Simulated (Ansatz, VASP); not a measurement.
# Si10BC183 (annealed Voronoi polycrystal of C with 5 % Si on C sites (3 grains at the start)) in two plane-wave programs, part 2 of 2

One calculation is typed for both programs; each brings its own data sets. How far apart do they land? Of the first pair: The structure shown is the start of the Ansatz relaxation below; VASP solves that cell, so the two are compared at the walk's first step.

VASP 6.6.1 and Ansatz 0.2.0.

So far. Step 4 (Side by side): The forces differ by 19 meV/Å r.m.s., which is 11.4 % of the r.m.s. force of 0.169 eV/Å (both taken over all components).

### Step 5. Ansatz: relaxation, PBE

Level of this step: Ansatz beside VASP: Kohn-Sham DFT, plane waves, PBE (Ansatz).

This run makes the geometry at which the two programs are then compared.

The structure compared here is the end of the Ansatz relaxation.

The input, input.yaml:

```yaml
crystal:
  lattice:
    - [13.25235, 0.0, 0.0]
    - [0.0, 10.43381, 0.0]
    - [0.0, 0.0, 11.14608]
  atoms:
    - { symbol: C, position: [0.99006, 0.19812, 0.52375] }
    - { symbol: C, position: [0.91279, 0.56831, 0.06355] }
    - { symbol: C, position: [0.9942, 0.16682, 0.39665] }
[... 10 atom lines left out ...]
    - { symbol: C, position: [0.72405, 0.56376, 0.20773] }
[... 35 atom lines left out ...]
    - { symbol: C, position: [0.92114, 0.61101, 0.31815] }
[... 5 atom lines left out ...]
    - { symbol: C, position: [0.95953, 0.25092, 0.16968] }
    - { symbol: C, position: [0.91448, 0.48309, 0.71551] }
[... 2 atom lines left out ...]
    - { symbol: C, position: [0.90597, 0.51032, 0.83901] }
    - { symbol: C, position: [0.17798, 0.0521, 0.19412] }
    - { symbol: C, position: [0.1972, 0.96307, 0.09547] }
    - { symbol: C, position: [0.09074, 0.76608, 0.59137] }
[... 3 atom lines left out ...]
    - { symbol: C, position: [0.50293, 0.01738, 0.41395] }
[... 2 atom lines left out ...]
    - { symbol: C, position: [0.36601, 0.53223, 0.57273] }
    - { symbol: C, position: [0.15194, 0.54257, 0.55149] }
[... 1 atom line left out ...]
    - { symbol: C, position: [0.39773, 0.60537, 0.45693] }
    - { symbol: C, position: [0.38859, 0.53249, 0.34013] }
    - { symbol: C, position: [0.19173, 0.3024, 0.46768] }
    - { symbol: C, position: [0.22081, 0.23964, 0.36605] }
    - { symbol: C, position: [0.55484, 0.44024, 0.14924] }
    - { symbol: C, position: [0.38319, 0.40107, 0.3508] }
[... 1 atom line left out ...]
    - { symbol: C, position: [0.17626, 0.88022, 0.36468] }
    - { symbol: C, position: [0.50006, 0.00972, 0.13638] }
    - { symbol: C, position: [0.33767, 0.93485, 0.23781] }
[... 1 atom line left out ...]
    - { symbol: C, position: [0.42537, 0.72362, 0.21285] }
[... 2 atom lines left out ...]
    - { symbol: C, position: [0.41709, 0.0575, 0.2165] }
[... 6 atom lines left out ...]
    - { symbol: C, position: [0.20439, 0.62429, 0.12115] }
[... 1 atom line left out ...]
    - { symbol: Si, position: [0.6138, 0.79481, 0.14095] }
    - { symbol: C, position: [0.46898, 0.78164, 0.09813] }
[... 6 atom lines left out ...]
    - { symbol: C, position: [0.28061, 0.89012, 0.11438] }
[... 30 atom lines left out ...]
    - { symbol: C, position: [0.70007, 0.35335, 0.85292] }
[... 2 atom lines left out ...]
    - { symbol: C, position: [0.5225, 0.16881, 0.97168] }
    - { symbol: C, position: [0.54138, 0.29731, 0.95317] }
    - { symbol: C, position: [0.45058, 0.35981, 0.89579] }
[... 4 atom lines left out ...]
    - { symbol: C, position: [0.56777, 0.35593, 0.67972] }
    - { symbol: C, position: [0.47571, 0.40424, 0.75678] }
    - { symbol: C, position: [0.49775, 0.2801, 0.47622] }
[... 4 atom lines left out ...]
    - { symbol: C, position: [0.30072, 0.31417, 0.79801] }
    - { symbol: C, position: [0.19504, 0.25378, 0.79015] }
    - { symbol: C, position: [0.36991, 0.40022, 0.57746] }
    - { symbol: C, position: [0.23578, 0.08644, 0.56905] }
[... 22 atom lines left out ...]
    - { symbol: C, position: [0.58238, 0.62396, 0.71004] }
[... 1 atom line left out ...]
    - { symbol: C, position: [0.59879, 0.83921, 0.88081] }
    - { symbol: C, position: [0.39874, 0.98498, 0.95917] }
[... 1 atom line left out ...]
    - { symbol: C, position: [0.50125, 0.7564, 0.87038] }
[... 4 atom lines left out ...]
    - { symbol: C, position: [0.61405, 0.74292, 0.61767] }
[... 1 atom line left out ...]
    - { symbol: C, position: [0.43459, 0.95495, 0.72495] }
[... 3 atom lines left out ...]
    - { symbol: C, position: [0.11828, 0.90908, 0.57529] }
kpoints:
  mp_grid: { grid: [1, 1, 1] }
hamiltonian:
  xc: pbe
scf:
  occupations: { method: fermi_dirac, width: 0.05 }
output:
  forces: true
  eigenvalues: true
relax:
  f_tol: 0.05
  max_steps: 90
```

Command:

```sh
$ ansatz run input.yaml --threads 4 --pin off --max-ram 8192MiB --backend cpu --events-out ev --progress --plain --runs-dir out
```

Numbers of over 12 decimals in the logs are rounded to 6 here.

The log of the run:

```text
[...]
Crystal: 194 atoms, lattice volume = 1541.196 Å³
Basis set: ecut = 420 eV, 30163 PW (Γ), exchange–correlation on 180×144×150 points (8 copies of the dense FFT grid, shifted against one another)
Bands: 582, of which v1, the nominal top of the filled ones, is band 388 counted from 1 (387 counted from 0)
Symmetry: 1 space group operations
[...]
k-points: 1
[...]
- { symbol: Si, position: [0.198058, 0.208869, 0.123643] }
[...]
- { symbol: Si, position: [0.292804, 0.506527, 0.819036] }
[...]
- { symbol: Si, position: [0.704418, 0.155966, 0.696255] }
[...]
- { symbol: B, position: [0.289417, 0.114701, 0.369593] }
[...]
- { symbol: Si, position: [0.311258, 0.878700, 0.868131] }
[...]
- { symbol: C, position: [0.188186, 0.976711, 0.645157] }
    - { symbol: C, position: [0.439377, 0.046033, 0.520825] }
    - { symbol: C, position: [0.388411, 0.740636, 0.675788] }
    - { symbol: C, position: [0.118532, 0.911290, 0.573837] }
```

### Step 6. VASP: single point, PBE, relaxed cell, pair 2

The same cell, functional, mesh and smearing now go to VASP, with its own data sets.

The input, INCAR:

```
SYSTEM = Si10BC183
PREC = Accurate
ENCUT = 520
EDIFF = 1E-06
NELM = 120
ISMEAR = -1
SIGMA = 0.05
LREAL = Auto
ALGO = Normal
GGA = PE
NBANDS = 523
LORBIT = 11
LWAVE = .FALSE.
LCHARG = .FALSE.
ISIF = 2
LASPH = .TRUE.
GGA_COMPAT = .FALSE.
```

The input, POSCAR:

```
Si10BC183
1.0
   13.2523500000      0.0000000000      0.0000000000
    0.0000000000     10.4338100000      0.0000000000
    0.0000000000      0.0000000000     11.1460800000
C Si B
183 10 1
Direct
    0.9917600000      0.1971900000      0.5237300000
    0.9127800000      0.5675000000      0.0634400000
    0.9964100000      0.1659200000      0.3967500000
[... 10 atom lines left out ...]
    0.5545200000      0.2568400000      0.3488800000
[... 35 atom lines left out ...]
    0.0065800000      0.0254600000      0.3822400000
[... 5 atom lines left out ...]
    0.1756800000      0.0480200000      0.1938400000
    0.1925800000      0.9605400000      0.0920600000
[... 2 atom lines left out ...]
    0.3868900000      0.8109200000      0.5673400000
    0.3513000000      0.7504600000      0.4442900000
    0.5060100000      0.0230100000      0.4117300000
    0.5038600000      0.8930400000      0.3443100000
[... 3 atom lines left out ...]
    0.1833300000      0.4487400000      0.4642800000
[... 2 atom lines left out ...]
    0.1929700000      0.3049500000      0.4683800000
    0.2227500000      0.2405900000      0.3674600000
[... 1 atom line left out ...]
    0.3859500000      0.3978500000      0.3501300000
    0.3607300000      0.3095300000      0.2480800000
    0.1732200000      0.8754400000      0.3631500000
    0.4959300000      0.0081600000      0.1399700000
    0.3307600000      0.9304000000      0.2300300000
    0.3997700000      0.8235300000      0.3091400000
[... 1 atom line left out ...]
    0.2421100000      0.9899600000      0.2978400000
    0.1292900000      0.8084500000      0.2538900000
    0.3995800000      0.0493200000      0.2000800000
[... 1 atom line left out ...]
    0.2256800000      0.7430200000      0.4305200000
[... 2 atom lines left out ...]
    0.2060100000      0.4358600000      0.2415800000
[... 6 atom lines left out ...]
    0.3810200000      0.3675200000      0.1277800000
[... 1 atom line left out ...]
    0.2391000000      0.3058900000      0.2558900000
    0.2738600000      0.8839200000      0.1099600000
[... 6 atom lines left out ...]
    0.3151700000      0.2826500000      0.0301100000
[... 30 atom lines left out ...]
    0.4911300000      0.1701200000      0.5724700000
[... 2 atom lines left out ...]
    0.5012500000      0.2825200000      0.4807900000
    0.4027900000      0.3453000000      0.4661700000
    0.3273500000      0.0838600000      0.5004100000
[... 4 atom lines left out ...]
    0.3716700000      0.3998600000      0.5774100000
    0.2415900000      0.0898500000      0.5752400000
    0.1906400000      0.2155400000      0.5709000000
[... 4 atom lines left out ...]
    0.1509300000      0.2702100000      0.6723100000
    0.4856800000      0.1430700000      0.3331700000
    0.3877600000      0.1638800000      0.2824200000
    0.1002000000      0.9495800000      0.4441100000
[... 22 atom lines left out ...]
    0.4252800000      0.9362200000      0.5991100000
[... 1 atom line left out ...]
    0.1881900000      0.9767100000      0.6451600000
    0.4393800000      0.0460300000      0.5208300000
[... 1 atom line left out ...]
    0.1185300000      0.9112900000      0.5738400000
[... 4 atom lines left out ...]
    0.0326000000      0.0210200000      0.2087400000
[... 1 atom line left out ...]
    0.1980600000      0.2088700000      0.1236400000
[... 3 atom lines left out ...]
    0.2894200000      0.1147000000      0.3695900000
```

The input, KPOINTS:

```
Automatic mesh
0
Gamma
1 1 1
0 0 0
```

Potentials, in the order of the species: C, Si and B (PBE family, release 64).

Command:

```sh
$ export OMP_NUM_THREADS=4
$ mpirun -np 1 vasp_gam
```

The log of the run:

```text
[... set-up lines as in an earlier step ...]
 entering main loop
       N       E                     dE             d eps       ncg     rms          rms(c)
DAV:   1     0.527076666968E+04    0.52708E+04   -0.45291E+05  1054   0.149E+03
DAV:   2    -0.115534510332E+04   -0.64261E+04   -0.60329E+04  1305   0.337E+02
DAV:   3    -0.168133150245E+04   -0.52599E+03   -0.50964E+03  1284   0.927E+01
DAV:   4    -0.169690352008E+04   -0.15572E+02   -0.15421E+02  1244   0.170E+01
[...]
DAV:  19    -0.160225393929E+04   -0.54410E-05   -0.27879E-05  1212   0.710E-03    0.881E-03
DAV:  20    -0.160225394075E+04   -0.14552E-05   -0.91142E-06  1172   0.415E-03    0.404E-03
DAV:  21    -0.160225394119E+04   -0.44287E-06   -0.23219E-06   812   0.214E-03
   1 F= -.16022539E+04 E0= -.16021417E+04  d E =-.224539E+00
```

From OUTCAR (step 6):

```text
  FREE ENERGIE OF THE ION-ELECTRON SYSTEM (eV)
  ---------------------------------------------------
  free  energy   TOTEN  =     -1602.2539411895 eV

  energy  without entropy=    -1602.0294022892  energy(sigma->0) =    -1602.14167174
```

The run ends at a pressure of 1.45 GPa, with forces up to 0.072 eV/Å.

### Step 7. Comparison

At this near-relaxed geometry the largest component of a force difference is 67 meV/Å.

### Step 8. Outcome

```yaml
r_m_s_force_difference_single_point_pbe_start_cell_pair_1: 19 meV/Å
r_m_s_force_difference_single_point_pbe_relaxed_cell_pair_2: 19 meV/Å
```

What this shows: The r.m.s. force difference is 19 meV/Å (single point, PBE, start cell, pair 1), beyond the 12 meV/Å picked in this series as the mark of a large difference. What causes the difference of the single point, PBE, start cell, pair 1 pair stays open here. What causes the difference of the single point, PBE, relaxed cell, pair 2 pair stays open here. Such differences can come from data sets, numerical settings and the points named under the comparisons, not from the functional's error against experiment.

[Lines on the potential files, build, host, timing and source positions are cut from VASP's logs without a mark.]

[Logs are printed without paths, hosts, clocks, repeated set-up lines and the standing remarks that a program may print on its own settings, such as how far it seeks lower states.]

[Hosts, paths, dates, database ids (printed as entryN), source tags and the programs' standing remarks are cut or masked in the printed files.]
